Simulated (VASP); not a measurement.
## SbPd: single point with PBE

SbPd, a sheet with vacuum:

```
CELL_PARAMETERS angstrom
3.73593 0.00000 0.00000
0.00000 3.73593 0.00000
0.00000 0.00000 23.80000
ATOMIC_POSITIONS crystal
Sb 0.00000 0.00000 0.29412
Pd 0.50000 0.50000 0.29412
```

The cell was built by a generator and needn't be a form met in nature.

```yaml
Program: VASP 6.6.1
Task: single point
Functional: PBE
Potentials_or_basis: VASP PAW PBE potentials, release 64 (Sb, Pd)
Cutoff: 520 eV
k_mesh: 14 × 14 × 1
Occupations: gaussian, width 0.1 eV
Spin: no spin polarisation
```

* Band gap on the k mesh: none (metal or under the smearing width)

Levels at points of the mesh, in eV from the Fermi level:
| k point | band 3 | band 4 | band 5 | band 6 | band 7 | band 8 | band 9 | band 10 | band 11 | band 12 |
| --- | --- | --- | --- | --- | --- | --- | --- | --- | --- | --- |
| (0.00, 0.00, 0.00) | -3.03 | -2.32 | -2.32 | -2.15 | -2.14 | 0.53 | 0.53 | 3.66 | 4.39 | 4.68 |
| (0.50, 0.00, 0.00) | -4.43 | -3.46 | -2.38 | -2.29 | -1.54 | 0.80 | 3.01 | 4.77 | 5.86 | 6.42 |
| (0.50, 0.50, 0.00) | -3.07 | -2.70 | -2.70 | -2.29 | -2.16 | -0.88 | 0.18 | 1.26 | 5.83 | 6.93 |

Wall time 2.2 min on 1 thread of Intel(R) Xeon(R) 6975P-C (Granite Rapids) (shared host), peak memory 0.48 GiB.

Spin-orbit coupling is left out, which matters for the levels of Sb.
